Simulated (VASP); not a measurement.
Method: G0W0 on PBE orbitals, VASP's PBE PAW potentials (set 64) (plane waves; VASP 6.6.1).

A VASP calculation is set up with these files.

### KPOINTS
```
K-points
0
Gamma
 4 4 4
0 0 0
```

**POSCAR**
```
InP
1
    0.0000000000     2.9350000000     2.9350000000
    2.9350000000     0.0000000000     2.9350000000
    2.9350000000     2.9350000000     0.0000000000
In P
1 1
Direct
  0.0000000000   0.0000000000   0.0000000000
  0.2500000000   0.2500000000   0.2500000000
```

**INCAR**
```
! general
SYSTEM      = InP
PREC        = Normal
ENCUT       = 500   ! plane-wave cut-off (eV)
LREAL       = F
LASPH       = T
NBANDS      = 240

! electronic loop
ALGO        = EVGW0

! smearing
ISMEAR      = 0
SIGMA       = 0.01

! functional
GGA         = PE

! output
LWAVE       = F
LCHARG      = F

! other
NELMGW      = 1
NOMEGA      = 64
ENCUTGW     = 250
NBANDSGW    = 17
LSPECTRALGW = T
```

POTCAR, in this order: In_d_GW P_GW (PBE.64 set). Program: vasp_std. Read from the step before: WAVECAR, WAVEDER.

Output of the run:

OSZICAR:
```
energies w=
    0.000    0.000    0.279    0.000    0.557    0.000    0.834    0.000
    1.109    0.000    1.381    0.000    1.651    0.000    1.917    0.000
    2.181    0.000    2.440    0.000    2.696    0.000    2.948    0.000
    3.197    0.000    3.442    0.000    3.685    0.000    3.924    0.000
    4.161    0.000    4.396    0.000    4.630    0.000    4.862    0.000
    5.093    0.000    5.324    0.000    5.556    0.000    5.788    0.000
    6.022    0.000    6.258    0.000    6.496    0.000    6.739    0.000
    6.985    0.000    7.237    0.000    7.495    0.000    7.759    0.000
    8.033    0.000    8.315    0.000    8.609    0.000    8.914    0.000
    9.234    0.000    9.570    0.000    9.925    0.000   10.300    0.000
   10.701    0.000   11.129    0.000   11.589    0.000   12.087    0.000
   12.628    0.000   13.220    0.000   13.872    0.000   14.596    0.000
   15.404    0.000   16.316    0.000   17.352    0.000   18.544    0.000
   19.931    0.000   21.564    0.000   23.519    0.000   25.900    0.000
   28.864    0.000   32.654    0.000   37.665    0.000   44.593    0.000
   54.779    0.000   71.193    0.000  101.978    0.000  180.402    0.000
NQ=   1    0.0000    0.0000    0.0000,
 performed        331000 updates of chi_q(r,r)
NQ=   2    0.2500    0.0000    0.0000,
 performed        890000 updates of chi_q(r,r)
NQ=   3    0.5000    0.0000    0.0000,
 performed       1384000 updates of chi_q(r,r)
NQ=   4    0.2500    0.2500    0.0000,
 performed       1943000 updates of chi_q(r,r)
NQ=   5    0.5000    0.2500    0.0000,
 performed       2682000 updates of chi_q(r,r)
NQ=   6   -0.2500    0.2500    0.0000,
 performed       3356000 updates of chi_q(r,r)
NQ=   7    0.5000    0.5000    0.0000,
 performed       3801000 updates of chi_q(r,r)
NQ=   8   -0.2500    0.5000    0.2500,
 performed       4344000 updates of chi_q(r,r)
 resolving degeneracies of screened two electron integrals
```

File OUTCAR:
```


 k-point   1 :       0.0000    0.0000    0.0000
  band No.  KS-energies  QP-energies   sigma(KS)   V_xc(KS)     V^pw_x(r,r')   Z            occupation Imag(sigma)

      1     -10.3271     -12.7423     -20.0815     -16.5972     -25.3340       0.6932       2.0000       0.2136
      2     -10.3271     -12.7423     -20.0815     -16.5972     -25.3340       0.6932       2.0000       0.2136
      3     -10.3271     -12.7423     -20.0815     -16.5972     -25.3340       0.6932       2.0000       0.2136
      4     -10.1800     -12.6433     -20.2279     -16.6842     -25.3573       0.6951       2.0000       0.1462
      5     -10.1800     -12.6433     -20.2279     -16.6842     -25.3573       0.6951       2.0000       0.1462
      6      -7.5787      -7.9985     -11.9970     -11.2934     -18.2523       0.5967       2.0000       0.8413
      7       3.9136       3.3311     -13.0269     -12.2361     -14.0678       0.7365       2.0000       0.0495
      8       3.9136       3.3311     -13.0269     -12.2361     -14.0678       0.7365       2.0000       0.0495
      9       3.9136       3.3311     -13.0269     -12.2361     -14.0678       0.7365       2.0000       0.0495
     10       4.5844       4.5055     -11.0205     -10.9159      -6.8476       0.7539       0.0000      -0.0555
     11       7.9724       7.9625      -9.9973      -9.9841      -5.4658       0.7483       0.0000      -0.0771
     12       7.9724       7.9625      -9.9973      -9.9841      -5.4658       0.7483       0.0000      -0.0771
     13       7.9724       7.9625      -9.9973      -9.9841      -5.4658       0.7483       0.0000      -0.0771
     14      12.4596      12.1650      -8.4592      -8.0661      -2.7989       0.7493       0.0000      -0.2644
     15      13.2992      13.3417     -10.1488     -10.2075      -4.5767       0.7238       0.0000      -0.2476
     16      13.2992      13.3417     -10.1488     -10.2075      -4.5767       0.7238       0.0000      -0.2476
     17      15.0699      14.7022      -8.0787      -7.5776      -2.2601       0.7341       0.0000      -0.4789

 k-point   2 :       0.2500    0.0000    0.0000
  band No.  KS-energies  QP-energies   sigma(KS)   V_xc(KS)     V^pw_x(r,r')   Z            occupation Imag(sigma)

      1     -10.3862     -12.7160     -19.8471     -16.4612     -25.1919       0.6881       2.0000       0.2344
      2     -10.3043     -12.7308     -20.1141     -16.6215     -25.3554       0.6948       2.0000       0.2111
      3     -10.3043     -12.7308     -20.1141     -16.6215     -25.3554       0.6948       2.0000       0.2111
      4     -10.1773     -12.6429     -20.2284     -16.6871     -25.3629       0.6962       2.0000       0.1479
      5     -10.1773     -12.6429     -20.2284     -16.6871     -25.3629       0.6962       2.0000       0.1479
      6      -6.9074      -7.4067     -12.3695     -11.5912     -18.3196       0.6415       2.0000       0.8314
      7       0.4684      -0.1642     -12.1060     -11.2182     -14.1102       0.7126       2.0000       0.1108
      8       3.3569       2.7557     -12.7159     -11.8979     -13.9128       0.7349       2.0000       0.0537
      9       3.3569       2.7557     -12.7159     -11.8979     -13.9128       0.7349       2.0000       0.0537
     10       5.6764       5.6124     -10.5673     -10.4824      -6.3141       0.7534       0.0000      -0.0603
     11       8.6717       8.6674     -10.0865     -10.0808      -5.3500       0.7417       0.0000      -0.0917
     12       8.6717       8.6674     -10.0865     -10.0808      -5.3500       0.7417       0.0000      -0.0917
     13       9.2109       9.1343     -10.3770     -10.2718      -5.4125       0.7283       0.0000      -0.1117
     14      12.4553      12.3940      -9.5004      -9.4171      -4.1340       0.7349       0.0000      -0.2241
     15      12.4553      12.3940      -9.5004      -9.4171      -4.1340       0.7349       0.0000      -0.2241
     16      13.0264      12.6809      -7.8261      -7.3572      -2.3341       0.7368       0.0000      -0.2744
     17      16.2465      16.0090      -9.0632      -8.7383      -2.9078       0.7310       0.0000      -0.5196

 k-point   3 :       0.5000    0.0000    0.0000
  band No.  KS-energies  QP-energies   sigma(KS)   V_xc(KS)     V^pw_x(r,r')   Z            occupation Imag(sigma)

      1     -10.4404     -12.7072     -19.6665     -16.3568     -25.0850       0.6849       2.0000       0.2531
      2     -10.2892     -12.7236     -20.1294     -16.6296     -25.3570       0.6956       2.0000       0.2059
      3     -10.2892     -12.7236     -20.1294     -16.6296     -25.3570       0.6956       2.0000       0.2059
      4     -10.1664     -12.6344     -20.2486     -16.7075     -25.3894       0.6969       2.0000       0.1512
      5     -10.1664     -12.6344     -20.2486     -16.7075     -25.3894       0.6969       2.0000       0.1512
      6      -5.8673      -6.4119     -13.0443     -12.2144     -18.5977       0.6562       2.0000       0.7279
      7      -1.8134      -2.4475     -11.3654     -10.4388     -14.5025       0.6844       2.0000       0.2567
      8       2.9435       2.3256     -12.5736     -11.7284     -13.9429       0.7312       2.0000       0.0583
      9       2.9435       2.3256     -12.5736     -11.7284     -13.9429       0.7312       2.0000       0.0583
     10       5.3819       5.3016     -10.4375     -10.3314      -6.2476       0.7570       0.0000      -0.0584
     11       8.6928       8.6599      -9.7266      -9.6822      -5.0301       0.7410       0.0000      -0.0903
     12       8.6928       8.6599      -9.7266      -9.6822      -5.0301       0.7410       0.0000      -0.0903
     13      10.9981      10.7396      -8.9043      -8.5471      -3.4691       0.7238       0.0000      -0.1938
     14      13.3642      13.1457      -9.2005      -8.8961      -3.3076       0.7179       0.0000      -0.3054
     15      14.4822      14.5186     -10.2949     -10.3442      -4.2074       0.7377       0.0000      -0.4108
     16      14.4822      14.5186     -10.2949     -10.3442      -4.2074       0.7377       0.0000      -0.4108
     17      16.1955      16.1825     -10.3721     -10.3545      -3.8725       0.7353       0.0000      -0.6232

 k-point   4 :       0.2500    0.2500    0.0000
  band No.  KS-energies  QP-energies   sigma(KS)   V_xc(KS)     V^pw_x(r,r')   Z            occupation Imag(sigma)

      1     -10.4251     -12.7374     -19.7845     -16.4217     -25.1566       0.6876       2.0000       0.2435
      2     -10.2771     -12.7118     -20.1565     -16.6555     -25.3881       0.6954       2.0000       0.2064
      3     -10.2771     -12.7118     -20.1565     -16.6555     -25.3881       0.6954       2.0000       0.2064
      4     -10.2026     -12.6512     -20.1758     -16.6431     -25.3162       0.6931       2.0000       0.1503
      5     -10.1628     -12.6334     -20.2479     -16.7042     -25.3812       0.6972       2.0000       0.1479
      6      -6.6862      -7.1837     -12.4272     -11.6492     -18.2949       0.6394       2.0000       0.8184
      7       0.5702      -0.0456     -12.5362     -11.6728     -14.4201       0.7132       2.0000       0.1024
      8       2.5061       1.8793     -12.2308     -11.3702     -13.6957       0.7283       2.0000       0.0632
      9       2.5061       1.8793     -12.2308     -11.3702     -13.6957       0.7283       2.0000       0.0632
     10       6.3775       6.2600      -9.4755      -9.3209      -5.2778       0.7599       0.0000      -0.0637
     11       7.0192       6.9469     -10.5491     -10.4517      -6.0806       0.7428       0.0000      -0.0720
     12      10.2576      10.2728     -10.6212     -10.6423      -5.3807       0.7262       0.0000      -0.1445
     13      10.2576      10.2728     -10.6212     -10.6423      -5.3807       0.7262       0.0000      -0.1445
     14      10.8219      10.6686      -9.3043      -9.0961      -4.2383       0.7364       0.0000      -0.1548
     15      13.8285      13.8909     -10.1300     -10.2154      -4.3647       0.7304       0.0000      -0.3002
     16      15.9677      15.7643      -9.1860      -8.9114      -2.9936       0.7406       0.0000      -0.5127
     17      17.1107      16.8354      -8.3625      -7.9895      -2.3615       0.7380       0.0000      -0.5900

 k-point   5 :       0.5000    0.2500    0.0000
  band No.  KS-energies  QP-energies   sigma(KS)   V_xc(KS)     V^pw_x(r,r')   Z            occupation Imag(sigma)

      1     -10.4633     -12.7171     -19.6520     -16.3541     -25.0900       0.6834       2.0000       0.2601
      2     -10.2666     -12.7042     -20.1565     -16.6519     -25.3766       0.6955       2.0000       0.1984
      3     -10.2544     -12.7013     -20.1881     -16.6788     -25.4077       0.6973       2.0000       0.2031
      4     -10.1993     -12.6535     -20.1834     -16.6518     -25.3295       0.6949       2.0000       0.1523
      5     -10.1590     -12.6331     -20.2524     -16.7104     -25.3908       0.6985       2.0000       0.1495
      6      -5.6089      -6.1421     -13.0437     -12.2384     -18.5269       0.6621       2.0000       0.7037
      7      -1.4101      -2.0453     -11.9298     -11.0074     -14.8068       0.6887       2.0000       0.2090
      8       1.2041       0.5570     -11.5418     -10.6391     -13.3537       0.7168       2.0000       0.0868
      9       2.1772       1.5384     -12.1523     -11.2709     -13.7690       0.7248       2.0000       0.0680
     10       6.4472       6.3237      -9.7086      -9.5452      -5.4721       0.7559       0.0000      -0.0649
     11       8.2687       8.2521     -10.5177     -10.4950      -5.6861       0.7318       0.0000      -0.0921
     12      10.0800       9.9513      -9.6829      -9.5081      -4.6885       0.7364       0.0000      -0.1326
     13      10.5457      10.5409     -10.1968     -10.1902      -4.9089       0.7262       0.0000      -0.1576
     14      13.3359      13.1843     -10.0675      -9.8536      -3.9861       0.7084       0.0000      -0.3482
     15      14.6047      14.6559     -10.4252     -10.4955      -4.2965       0.7290       0.0000      -0.4166
     16      15.8030      15.8238     -10.5479     -10.5765      -4.1310       0.7296       0.0000      -0.5572
     17      16.1476      15.9129      -8.6933      -8.3764      -2.6803       0.7407       0.0000      -0.5040

 k-point   6 :      -0.2500    0.2500    0.0000
  band No.  KS-energies  QP-energies   sigma(KS)   V_xc(KS)     V^pw_x(r,r')   Z            occupation Imag(sigma)

...
```
(Selected blocks of OUTCAR.)

The mesh is coarse and the basis finite, so the quasiparticle values are not converged.

The compound is InP in the zinc blende structure. The cell was not relaxed at this level. The k-mesh is coarse (spacing up to 0.46 per Å, 2π included), so the numbers may not be converged in it.
